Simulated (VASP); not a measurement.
# Na4SrCaSi2 (P-4m2) in VASP: a series of runs

Runs on Na4SrCaSi2. Level: PBEsol. Tasks: single point.

Program: VASP 6.6.1. These are calculated values, not measurements. Logs are shortened: lines on timing, memory, paths and dates and some standing lists are left out, and cuts for length are marked.

### 1 The crystal as given

It takes space group P-4m2 (No. 115, tetragonal). The conventional cell has a = 5.299 Å, b = 5.299 Å, c = 7.432 Å, α = 90.00°, β = 90.00°, γ = 90.00°. Around Sr (site symmetry -4m2) lie 10 Na at 3.27 to 3.75 Å and 4 Si at 3.27 Å. Around Ca (site symmetry -4m2) lie 4 Si at 3.20 Å and 4 Na at 3.21 Å. Around Si (site symmetry 2mm) lie 2 Ca at 3.20 Å and 5 Na at 3.20 to 3.61 Å and 2 Sr at 3.27 Å. Na (site symmetry -4m2) has 4 Si at 3.20 Å and 4 Na at 3.21 Å as nearest neighbours. Around Na (site symmetry -4m2) lie 4 Na at 3.27 Å and 4 Si at 3.27 Å and 2 Ca at 3.72 Å and 4 Sr at 3.75 Å. Around Na (site symmetry 2mm) lie 2 Ca at 3.21 Å and 4 Na at 3.21 to 3.27 Å and 2 Sr at 3.27 Å and 1 Si at 3.61 Å.

The cell comes from a database or a generator and needn't be the stable form of this composition.

### 2 Single point, PBEsol

The input, INCAR:

```
SYSTEM = Na4SrCaSi2
PREC     = Accurate       ! precision mode
ENCUT    = 500            ! plane-wave cutoff, eV
EDIFF    = 1E-6           ! SCF threshold, eV
ISMEAR   = 0              ! smearing method
SIGMA    = 0.1            ! smearing width, eV
LREAL    = .FALSE.        ! projectors in reciprocal space
LASPH    = .TRUE.         ! aspherical terms in the spheres
NELM     = 80             ! most SCF steps
ALGO     = Normal         ! electronic algorithm
ISIF     = 2              ! what is computed and relaxed
LWAVE    = .FALSE.        ! write WAVECAR
LCHARG   = .FALSE.        ! write CHGCAR
GGA      = PS             ! functional
NBANDS   = 25             ! bands
```

The input, KPOINTS:

```
regular mesh
0
G
  5 5 4
  0 0 0
```

The input, POSCAR:

```
Na4SrCaSi2
5.2991
    1.000008114585      0.000000000000      0.000000000000
    0.000000000000      1.000008114585      0.000000000000
    0.000000000000      0.000000000000      1.402447208016
Sr Ca Si Na
1 1 2 4
Direct
    0.0000000000      0.0000000000      0.0000000000
    0.5000000000      0.5000000000      0.5000000000
    0.0000000000      0.5000000000      0.2576830000
    0.5000000000      0.0000000000      0.7423170000
    0.0000000000      0.0000000000      0.5000000000
    0.5000000000      0.5000000000      0.0000000000
    0.0000000000      0.5000000000      0.7431210000
    0.5000000000      0.0000000000      0.2568790000
```

Potentials or basis: VASP PAW PBE potentials, release 64 (Sr_sv, Ca_pv, Si, Na).

Command:

```console
cat potpaw_PBE.64/Sr_sv/POTCAR potpaw_PBE.64/Ca_pv/POTCAR potpaw_PBE.64/Si/POTCAR potpaw_PBE.64/Na/POTCAR > POTCAR
mpirun -np 1 vasp_std > vasp.out
```

OUTCAR:

```text
SYSTEM = Na4SrCaSi2
   PREC = Accurate
   ENCUT = 500
   EDIFF = 1E-6
   ISMEAR = 0
   LREAL = .FALSE.
   LASPH = .TRUE.
   NELM = 80
   ISIF = 2
   GGA = PS

 ion  position               nearest neighbor table
   1  0.000  0.000  0.000-   7 3.27   8 3.27   7 3.27   8 3.27   3 3.27   3 3.27   4 3.27   4 3.27
                             5 3.72   5 3.72   6 3.75   6 3.75   6 3.75   6 3.75
   2  0.500  0.500  0.500-   3 3.20   4 3.20   4 3.20   3 3.20   7 3.21   8 3.21   8 3.21   7 3.21
                             6 3.72   6 3.72   5 3.75   5 3.75   5 3.75   5 3.75
   3  0.000  0.500  0.258-   2 3.20   5 3.20   5 3.20   2 3.20   1 3.27   1 3.27   6 3.27   6 3.27
                             7 3.61
   4  0.500  0.000  0.742-   2 3.20   5 3.20   2 3.20   5 3.20   1 3.27   6 3.27   1 3.27   6 3.27
                             8 3.61
   5  0.000  0.000  0.500-   3 3.20   4 3.20   3 3.20   4 3.20   7 3.21   7 3.21   8 3.21   8 3.21
                             1 3.72   1 3.72   2 3.75   2 3.75   2 3.75   2 3.75
   6  0.500  0.500  0.000-   7 3.27   8 3.27   8 3.27   7 3.27   4 3.27   3 3.27   3 3.27   4 3.27
                             2 3.72   2 3.72   1 3.75   1 3.75   1 3.75   1 3.75
   7  0.000  0.500  0.743-   2 3.21   5 3.21   5 3.21   2 3.21   1 3.27   1 3.27   6 3.27   6 3.27
                             3 3.61
   8  0.500  0.000  0.257-   2 3.21   5 3.21   2 3.21   5 3.21   1 3.27   6 3.27   1 3.27   6 3.27
                             4 3.61

  LATTYP: Found a simple tetragonal cell.
 ALAT       =     5.2991430000
 C/A-ratio  =     1.4024358278

  Lattice vectors:

 A1 = (   5.2991430000,   0.0000000000,   0.0000000000)
 A2 = (   0.0000000000,   5.2991430000,   0.0000000000)
 A3 = (   0.0000000000,   0.0000000000,   7.4317080000)

Analysis of symmetry for initial positions (statically):
=====================================================================
 Subroutine PRICEL returns:
 Original cell was already a primitive cell.

 Routine SETGRP: Setting up the symmetry group for a
 simple tetragonal supercell.

 Subroutine GETGRP returns: Found  8 space group operations
 (whereof  8 operations were pure point group operations)
 out of a pool of 16 trial point group operations.

The static configuration has the point symmetry D_2d.

Analysis of symmetry for dynamics (positions and initial velocities):
=====================================================================
 Subroutine PRICEL returns:
 Original cell was already a primitive cell.

 Routine SETGRP: Setting up the symmetry group for a
 simple tetragonal supercell.

 Subroutine GETGRP returns: Found  8 space group operations
 (whereof  8 operations were pure point group operations)
 out of a pool of 16 trial point group operations.

The dynamic configuration has the point symmetry D_2d.

 Subroutine INISYM returns: Found  8 space group operations
 (whereof  8 operations are pure point group operations),
 and found     1 'primitive' translations

----------------------------------------------------------------------------------------

                                     Primitive cell

  volume of cell :     208.6892

  direct lattice vectors                    reciprocal lattice vectors
     5.299143000  0.000000000  0.000000000     0.188709759  0.000000000  0.000000000
     0.000000000  5.299143000  0.000000000     0.000000000  0.188709759  0.000000000
     0.000000000  0.000000000  7.431708000     0.000000000  0.000000000  0.134558570

  length of vectors
     5.299143000  5.299143000  7.431708000     0.188709759  0.188709759  0.134558570

  position of ions in fractional coordinates (direct lattice)
     0.000000000  0.000000000  0.000000000
     0.500000000  0.500000000  0.500000000
     0.000000000  0.500000000  0.257683000
     0.500000000  0.000000000  0.742317000
     0.000000000  0.000000000  0.500000000
     0.500000000  0.500000000  0.000000000
     0.000000000  0.500000000  0.743121000
     0.500000000  0.000000000  0.256879000

  ion indices of the primitive-cell ions
   primitive index   ion index
                 1           1
                 2           2
                 3           3
                 4           4
                 5           5
                 6           6
                 7           7
                 8           8

----------------------------------------------------------------------------------------

 KPOINTS: regular mesh

Automatic generation of k-mesh.
 Grid dimensions read from file:
 generate k-points for:    5    5    4

 Generating k-lattice:

  Cartesian coordinates                     Fractional coordinates (reciprocal lattice)
     0.037741952  0.000000000  0.000000000     0.200000000  0.000000000  0.000000000
     0.000000000  0.037741952  0.000000000     0.000000000  0.200000000  0.000000000
     0.000000000  0.000000000  0.033639642     0.000000000  0.000000000  0.250000000

  Length of vectors
     0.037741952  0.037741952  0.033639642

  Shift w.r.t. Gamma in fractional coordinates (k-lattice)
     0.000000000  0.000000000  0.000000000

 Subroutine IBZKPT returns following result:
 ===========================================

 Found     18 irreducible k-points:

 Following reciprocal coordinates:
            Coordinates               Weight
  0.000000  0.000000  0.000000      1.000000
  0.200000  0.000000  0.000000      4.000000
  0.400000  0.000000  0.000000      4.000000
  0.200000  0.200000  0.000000      4.000000
  0.400000  0.200000  0.000000      8.000000
  0.400000  0.400000  0.000000      4.000000
[... 10 lines left out ...]
  0.400000  0.200000  0.500000      8.000000
  0.400000  0.400000  0.500000      4.000000
   k-points           NKPTS =     18   k-points in BZ     NKDIM =     18   number of bands    NBANDS=     25
   number of dos      NEDOS =    301   number of ions     NIONS =      8
   total plane-waves  NPLWV =  86400
   dimension x,y,z NGX =    40 NGY =   40 NGZ =   54
   dimension x,y,z NGXF=    80 NGYF=   80 NGZF=  108
   ions per type =               1   1   2   4
   NGX,Y,Z   is equivalent  to a cutoff of  12.55, 12.55, 12.08 a.u.
   NGXF,Y,Z  is equivalent  to a cutoff of  25.10, 25.10, 24.16 a.u.
 SYSTEM =  Na4SrCaSi2
   PREC   = accura    normal or accurate (medium, high low for compatibility)
   ISTART =      0    job   : 0-new  1-cont  2-samecut
   ICHARG =      2    charge: 1-file 2-atom 10-const
   ISPIN  =      1    spin polarized calculation?
   LNONCOLLINEAR =      F non collinear calculations
   LSORBIT =      F    spin-orbit coupling
   LASPH  =      T    aspherical Exc in radial PAW
   ENCUT  =  500.0 eV  36.75 Ry    6.06 a.u.   9.66  9.66 13.55*2*pi/ulx,y,z
   NELM   =     80;   NELMIN=  2; NELMDL= -5     # of ELM steps
   EDIFF  = 0.1E-05   stopping-criterion for ELM
   LREAL  =      F    real-space projection
[... 7 lines left out ...]
   TEBEG  =    0.0;   TEEND  =   0.0 temperature during run
   PSTRESS=    0.0 pullay stress
   NELECT =      30.0000    total number of electrons
   NUPDOWN=      -1.0000    fix difference up-down
   EMIN   =  10.00;   EMAX   =-10.00  energy-range for DOS
   EFERMI =   0.00;   METHOD = LEGACY
   ISMEAR =     0;   SIGMA  =   0.10  broadening in eV -4-tet -1-fermi 0-gaus
   EFERMI_NEDOS =   21; number of points for ismear=-14 and -15
   IALGO  =     38    algorithm
   IMIX   =      4    mixing-type and parameters
     AMIX     =   0.40;   BMIX     =  1.00
     AMIX_MAG =   1.60;   BMIX_MAG =  1.00
  volume/ion in A,a.u.               =      26.09       176.04
  Fermi-wavevector in a.u.,A,eV,Ry     =   0.857594  1.620618 10.006652  0.735468
  Thomas-Fermi vector in A             =   1.974672
   LORBIT       =      0    0 simple, 1 ext, 2 COOP (PROOUT), +10 PAW based schemes
   GGA     = PS    functional components
   LHFCALC =     F    Hartree Fock is set to
   AEXX    =    0.0000 exact exchange contribution
   IVDW    =     0    specifies the selected vdW correction
   LEPSILON=     F    determine dielectric tensor
   LRPA    =     F    only Hartree local field effects (RPA)
 non-spin polarized calculation
 Gauss-broadening in eV      SIGMA  =   0.10
  energy-cutoff  :      500.00
  volume of cell :      208.69
 maximum number of plane-waves:      5351
 NGX is ok and might be reduce to    40
   NGX = 19   NGY = 19   NGZ = 27

 number of electron      30.0000003 magnetization

 Free energy of the ion-electron system (eV)
  ---------------------------------------------------
  ext. energy  EPLUGINS =         0.00000000
  ---------------------------------------------------
  free energy    TOTEN  =       -21.64494969 eV

  energy without entropy =      -21.64251045  energy(sigma->0) =      -21.64373007

 E-fermi :   2.4480     XC(G=0):  -8.2644

 val. band max:        2.4453820037   @ k =   0.0000   0.0000   0.0000
 cond. band min:       2.6690659789   @ k =   0.4000   0.4000   0.0000
 fundamental gap:      0.2236839751
 Fermi energy:         2.4479800068

 k-point     1 :       0.0000    0.0000    0.0000
  band No.  band energies     occupation
      1     -32.8090      2.00000
      2     -19.5570      2.00000
      3     -19.5439      2.00000
      4     -19.5439      2.00000
      5     -14.8984      2.00000
      6     -14.8890      2.00000
[... 17 lines left out ...]
     24       6.3813      0.00000
     25       6.3816      0.00000

 k-point     2 :       0.2000    0.0000    0.0000
  band No.  band energies     occupation
      1     -32.8089      2.00000
      2     -19.5568      2.00000
      3     -19.5451      2.00000
      4     -19.5438      2.00000
      5     -14.8979      2.00000
      6     -14.8948      2.00000
[... 17 lines left out ...]
     24       6.1010      0.00000
     25       6.5138      0.00000

 k-point     3 :       0.4000    0.0000    0.0000
  band No.  band energies     occupation
      1     -32.8088      2.00000
      2     -19.5565      2.00000
      3     -19.5471      2.00000
      4     -19.5437      2.00000
      5     -14.9051      2.00000
      6     -14.8961      2.00000
[... 17 lines left out ...]
     24       6.2333      0.00000
     25       6.3558      0.00000

 k-point     4 :       0.2000    0.2000    0.0000
  band No.  band energies     occupation
      1     -32.8088      2.00000
      2     -19.5566      2.00000
      3     -19.5451      2.00000
      4     -19.5450      2.00000
      5     -14.8973      2.00000
      6     -14.8949      2.00000
[... 17 lines left out ...]
     24       6.3741      0.00000
     25       6.4056      0.00000
[... 309 lines left out ...]
 k-point    16 :       0.2000    0.2000    0.5000
  band No.  band energies     occupation
      1     -32.8088      2.00000
      2     -19.5567      2.00000
      3     -19.5451      2.00000
      4     -19.5450      2.00000
      5     -14.8977      2.00000
      6     -14.8949      2.00000
[... 17 lines left out ...]
     24       6.2781      0.00000
     25       6.3047      0.00000

 k-point    17 :       0.4000    0.2000    0.5000
  band No.  band energies     occupation
      1     -32.8087      2.00000
      2     -19.5564      2.00000
      3     -19.5470      2.00000
      4     -19.5449      2.00000
      5     -14.9045      2.00000
      6     -14.8960      2.00000
[... 17 lines left out ...]
     24       6.0151      0.00000
     25       6.1707      0.00000

 k-point    18 :       0.4000    0.4000    0.5000
  band No.  band energies     occupation
      1     -32.8085      2.00000
      2     -19.5562      2.00000
      3     -19.5469      2.00000
      4     -19.5468      2.00000
      5     -14.9037      2.00000
      6     -14.9036      2.00000
[... 17 lines left out ...]
     24       6.1881      0.00000
     25       6.4535      0.00000

------------------------ aborting loop because EDIFF is reached ----------------------------------------

  FORCE on cell =-STRESS in cart. coord.  units (eV):
  Direction    XX          YY          ZZ          XY          YZ          ZX
  --------------------------------------------------------------------------------------
  -------------------------------------------------------------------------------------
  Total       -1.2620964     -1.2620964     -1.1054189      0.0000000      0.0000000      0.0000000
  in kB       -9.6895405     -9.6895405     -8.4866745      0.0000000      0.0000000      0.0000000
  external PRESSURE =      -9.2885851 kB  Pullay stress =       0.0000000 kB

 VOLUME and BASIS-vectors are now :
 -----------------------------------------------------------------------------
  energy-cutoff  :      500.00
  volume of cell :      208.69
      direct lattice vectors                 reciprocal lattice vectors
     5.299143000  0.000000000  0.000000000     0.188709759  0.000000000  0.000000000
     0.000000000  5.299143000  0.000000000     0.000000000  0.188709759  0.000000000
     0.000000000  0.000000000  7.431708000     0.000000000  0.000000000  0.134558570

 POSITION                                       TOTAL-FORCE (eV/Angst)
 -----------------------------------------------------------------------------------
      0.00000      0.00000      0.00000         0.000000      0.000000     -0.000000
      2.64957      2.64957      3.71585        -0.000000     -0.000000     -0.000000
      0.00000      2.64957      1.91502         0.000000      0.000000      0.033836
      2.64957      0.00000      5.51668        -0.000000      0.000000     -0.033836
      0.00000      0.00000      3.71585        -0.000000      0.000000     -0.000000
      2.64957      2.64957      0.00000        -0.000000      0.000000     -0.000000
      0.00000      2.64957      5.52266        -0.000000      0.000000     -0.100456
      2.64957      0.00000      1.90905        -0.000000      0.000000      0.100456
 -----------------------------------------------------------------------------------
    total drift:                               -0.000000      0.000000     -0.000000

  FREE ENERGIE OF THE ION-ELECTRON SYSTEM (eV)
  ---------------------------------------------------
  free  energy   TOTEN  =       -21.6449496907 eV

  energy  without entropy=      -21.6425104465  energy(sigma->0) =      -21.64373007
```

It took 39 s on 1 thread of Intel Xeon 6975P-C (Granite Rapids), shared host; peak memory 0.34 GiB.

What came out:

```yaml
Free_energy: -21.6449 eV
Pressure: -0.9 GPa
Largest_force: 0.100 eV/Å
Band_gap_on_the_k_mesh: 0.12 eV, indirect (least direct gap 0.25 eV)
```

Forces on the atoms (eV/Å):
```
Sr   0.000  0.000  0.000
Ca   0.000  0.000  0.000
Si   0.000  0.000  0.034
Si   0.000  0.000 -0.034
Na   0.000  0.000  0.000
Na   0.000  0.000  0.000
Na   0.000  0.000 -0.100
Na   0.000  0.000  0.100
```

Levels at points of the mesh, in eV from the valence-band top:
| k point | band 12 | band 13 | band 14 | band 15 | band 16 | band 17 | band 18 | band 19 |
| --- | --- | --- | --- | --- | --- | --- | --- | --- |
| (0.00, 0.00, 0.00) | -0.29 | -0.13 | -0.13 | -0.13 | 0.12 | 0.61 | 1.79 | 2.65 |
| (0.00, 0.00, 0.50) | -0.34 | -0.34 | -0.11 | -0.11 | 1.21 | 1.22 | 2.71 | 2.96 |

Caveat: the PAW data sets were made with another functional, which shifts forces and pressure a little; an odd mesh through Γ misses points on the zone boundary, where band edges often lie.

### 3 Single point, PBEsol

The input, run.py:

```python
from ase.calculators.vasp import Vasp
from ase.dft.bandgap import bandgap
from ase.io import read

atoms = read('Na4SrCaSi2.cif', primitive_cell=True, subtrans_included=False)
calc = Vasp(
    directory='calc',
    xc='pbesol',
    pp='PBE',
    setups='minimal',
    prec='Accurate',
    encut=500,
    ediff=1e-07,
    ismear=0,
    sigma=0.1,
    lreal=False,
    lasph=True,
    nelm=80,
    algo='Normal',
    isif=2,
    lwave=False,
    lcharg=False,
    kpts=[5, 5, 4],
    gamma=True,
)
atoms.calc = calc

print('energy (eV):', atoms.get_potential_energy())
print('free energy (eV):', atoms.get_potential_energy(force_consistent=True))
print('forces (eV/A):')
print(atoms.get_forces())
print('stress (eV/A^3, Voigt):', atoms.get_stress())
print('Fermi level (eV):', calc.get_fermi_level())
gap, top, bottom = bandgap(calc)
print('band gap (eV):', gap, 'from (spin, k, band)', top, 'to', bottom)
```

The input, Na4SrCaSi2.cif:

```cif
data_Na4SrCaSi2
_cell_length_a 5.29914300
_cell_length_b 5.29914300
_cell_length_c 7.43170800
_cell_angle_alpha 90.00000000
_cell_angle_beta 90.00000000
_cell_angle_gamma 90.00000000
_space_group_name_H-M_alt 'P-4m2'
_space_group_name_Hall 'P -4 -2'
_space_group_IT_number 115
loop_
_space_group_symop_operation_xyz
'x,y,z'
'y,-x,-z'
'-x,-y,z'
'-y,x,-z'
'-x,y,z'
'-y,-x,-z'
'x,-y,z'
'y,x,-z'
loop_
_atom_site_label
_atom_site_type_symbol
_atom_site_symmetry_multiplicity
_atom_site_Wyckoff_symbol
_atom_site_fract_x
_atom_site_fract_y
_atom_site_fract_z
_atom_site_occupancy
Sr1 Sr 1 a 0.0000000000 0.0000000000 0.0000000000 1
Ca1 Ca 1 c 0.5000000000 0.5000000000 0.5000000000 1
Si1 Si 2 g 0.0000000000 0.5000000000 0.2576830000 1
Na1 Na 1 d 0.0000000000 0.0000000000 0.5000000000 1
Na2 Na 1 b 0.5000000000 0.5000000000 0.0000000000 1
Na3 Na 2 g 0.0000000000 0.5000000000 0.7431210000 1
```

Potentials or basis: VASP PAW PBE potentials, release 64 (Sr_sv, Ca_pv, Si, Na).

Command:

```console
python run.py
```

It took 39 s on 1 thread of Intel Xeon 6975P-C (Granite Rapids), shared host; peak memory 0.33 GiB.

Results (log left out):

```
Free energy            : -21.6449 eV
Pressure               : -0.9 GPa
Largest force          : 0.100 eV/Å
Band gap on the k mesh : 0.12 eV, indirect (least direct gap 0.25 eV)
```

Forces on the atoms (eV/Å):
```
Sr   0.000  0.000  0.000
Ca   0.000  0.000  0.000
Si   0.000  0.000  0.034
Si   0.000  0.000 -0.034
Na   0.000  0.000  0.000
Na   0.000  0.000  0.000
Na   0.000  0.000 -0.100
Na   0.000  0.000  0.100
```

Stress tensor (GPa, compression positive):
```
-0.97  0.00  0.00
 0.00 -0.97  0.00
 0.00  0.00 -0.85
```

Levels at points of the mesh, in eV from the valence-band top:
| k point | band 12 | band 13 | band 14 | band 15 | band 16 | band 17 | band 18 | band 19 |
| --- | --- | --- | --- | --- | --- | --- | --- | --- |
| (0.00, 0.00, 0.00) | -0.29 | -0.13 | -0.13 | -0.13 | 0.12 | 0.61 | 1.79 | 2.65 |
| (0.00, 0.00, 0.50) | -0.34 | -0.34 | -0.11 | -0.11 | 1.21 | 1.22 | 2.71 | 2.96 |

Caveat: the PAW data sets were made with another functional, which shifts forces and pressure a little; an odd mesh through Γ misses points on the zone boundary, where band edges often lie.
